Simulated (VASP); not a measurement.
Data:

```yaml
crystal:
  lattice:
    - [-2.08491, 2.08491, 4.79118]
    - [2.08491, -2.08491, 4.79118]
    - [2.08491, 2.08491, -4.79118]
  atoms:
    - { symbol: Dy, position: [0.00000, 0.00000, 0.00000] }
    - { symbol: Si, position: [0.62934, 0.62934, 0.00000] }
    - { symbol: Si, position: [0.37066, 0.37066, 0.00000] }
    - { symbol: Os, position: [0.75000, 0.25000, 0.50000] }
    - { symbol: Os, position: [0.25000, 0.75000, 0.50000] }
```

Method: r2SCAN meta-GGA, VASP's PBE PAW potentials (set 64) (plane waves; VASP). Run with 480 eV cut-off, 10×10×10 Γ-centred mesh, first-order Methfessel-Paxton smearing of 0.10 eV, potentials Dy_3 Si Os.

The 4f electrons are frozen in the core of the lanthanide potential, so 4f levels, which can set the real gap, and their magnetism are missing.

Each row applies one change to this cell, which was relaxed at other settings and keeps the small stress of the first row; at a fixed cut-off the stress holds a Pulay part, so it need not integrate to ΔE exactly. Stress is in GPa, positive when the cell is compressed.

```
change                                ΔE (meV/atom)    σxx    σyy    σzz  largest shear component, with its sign (GPa)  largest force (eV/Å)
------------------------------------  -------------  -----  -----  -----  --------------------------------------------  --------------------
none                                            0.0  -0.11  -0.11   0.08                                          0.00                 0.018
atom 3 (Si) moved by 0.150 Å along z           34.1  -3.85  -3.85   0.24                                          0.00                 2.361
atom 3 (Si) moved by 0.025 Å along z            0.8  -0.84  -0.84  -0.03                                          0.00                 0.351
isotropic strain of +1.0 %                      9.4  -6.19  -6.19  -5.12                                          0.00                 0.307
```

Failed runs are left out, and for metals the shear rows, which the mesh's noise covers.

The structure comes from a computed database's DyOs2Si2 entry (I4/mmm); how it stands against other phases isn't given here. The electron count is odd and the run is not spin-polarised, which forces a metal.
